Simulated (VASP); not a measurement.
**HfO$_{2}$ (fluorite): computed properties**

These are PBEsol GGA, VASP's PBE PAW potentials (set 64) (plane waves; VASP) values and carry that method's errors.

For HfO₂, the space group is Fm-3m (225), the cell is a = 5.0210 Å, b = 5.0210 Å, c = 5.0210 Å, α = 90.00°, β = 90.00°, γ = 90.00° and the volume per atom is 10.55 Å³/atom. The band gap (over mesh and band path) is 3.75 eV. The smallest direct gap (over mesh and band path) is 3.75 eV. The band-edge character comes out as direct, X to X and the density comes out as 11.04 g/cm³. The mean ε∞ (DFPT) comes out as 5.31 and the mean ε∞ (independent particles) comes out as 5.45. The mean static ε is 33.99. The optical Γ-point spectrum comes out as 247 (×3), 589 (×3) cm⁻¹.

Space group Fm-3m (No. 225); a = b = c = 5.0210 Å, α = β = γ = 90.00°

```json
[
 {"atom": "Hf", "site": "4a", "symmetry": "m-3m", "x": "0.0000", "y": "0.0000", "z": "0.0000"},
 {"atom": "O", "site": "8c", "symmetry": "-43m", "x": "0.2500", "y": "0.2500", "z": "0.2500"}
]
```
(The calculation used a cell of 3 atoms; values per cell refer to that cell.)

Unless said otherwise, spin-orbit coupling is left out, though it shifts the bands of the heavy elements here.

The compound is HfO2 in the fluorite structure, the high-temperature cubic form, which is unstable at 0 K; the monoclinic form is the stable one. It was relaxed first. Symmetry was kept, so distortions that lower it aren't found.
